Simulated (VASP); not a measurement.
Energy against volume of InP (zinc blende). All values below come from LDA (Ceperley-Alder, Perdew-Zunger), VASP's LDA PAW potentials (set 64) (plane waves; VASP). Run with 520 eV cut-off, 8×8×8 Γ-centred mesh, Gaussian smearing of 0.050 eV, potentials In_d P.

```tsv
V (Å³/atom)	E (eV/atom)
23.995	-4.83058
24.738	-4.83605
25.480	-4.83159
26.222	-4.81872
```

**Question.** Fit these four points and predict the energy of the run at 23.253 Å³/atom.

**Answer.** A cubic in V^(−2/3), the third-order Birch-Murnaghan form, passes through the four points with V0 = 24.75 Å³/atom and B0 = 71 GPa, and gives -4.8134 eV/atom there. The run gave -4.8133 eV/atom, +0.1 meV/atom from the fit; all five points give B0 = 71 GPa.

The compound is InP in the zinc blende structure. It was relaxed first.
